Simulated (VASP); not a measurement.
Given:

```
CELL_PARAMETERS angstrom
      2.53942     0.00000     0.00000
      0.00000     2.53942     0.00000
      0.00000     0.00000     2.53942
ATOMIC_POSITIONS crystal
  Os 0.00000 0.00000 0.00000
```

These are r2SCAN meta-GGA, VASP's PBE PAW potentials (set 64) (plane waves; VASP) values and carry that method's errors. Settings: 400 eV cut-off, 16×16×16 Γ-centred mesh, tetrahedra with Blöchl corrections, potentials Os.

### Question
Give the energies of bands 1 to 7 at the high-symmetry points, in eV from the Fermi level.

### Answer

| band | Γ | X | M | R |
|---|---|---|---|---|
| 1 | -10.04 | -6.72 | -7.16 | -5.68 |
| 2 | -6.51 | -5.60 | -4.94 | -5.68 |
| 3 | -6.51 | -1.20 | -0.43 | -5.68 |
| 4 | 2.36 | -1.10 | -0.43 | 5.09 |
| 5 | 2.36 | -1.10 | 4.68 | 5.09 |
| 6 | 2.36 | 2.72 | 4.68 | 9.19 |
| 7 | 16.41 | 7.52 | 4.84 | 11.81 |

It has no gap at this level: it comes out as a metal or semimetal.

The structure was generated: Os was put into the simple-cubic type (Pm-3m), which need not be its known phase. It was relaxed first.
